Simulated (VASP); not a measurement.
Data:

```
CELL_PARAMETERS angstrom
      0.00000     2.78437     2.78437
      2.78437     0.00000     2.78437
      2.78437     2.78437     0.00000
ATOMIC_POSITIONS crystal
  Na 0.00000 0.00000 0.00000
  Cl 0.50000 0.50000 0.50000
```

Level of theory: AM05 GGA, VASP's PBE PAW potentials (set 64) (plane waves; VASP). Numerical set-up: 520 eV cut-off, 8×8×8 Γ-centred mesh, Gaussian smearing of 0.050 eV, potentials Na_pv Cl.

Problem. Estimate the energy per atom (σ→0), pressure, band gap (on the k-mesh) with the smallest direct gap where there is one.

Solution. 
```
Item                                         Result
-----------------------------------  --------------
band gap (on the k-mesh)                    5.26 eV
smallest direct gap (on the k-mesh)         5.26 eV
energy per atom (σ→0)                -3.339 eV/atom
pressure                                  15.4 kbar
```

The absolute energy has meaning only against runs of the same code, potentials and settings.

The compound is NaCl in the rock salt structure. This cell is one point of a volume scan, at 0.94 of the reference volume.
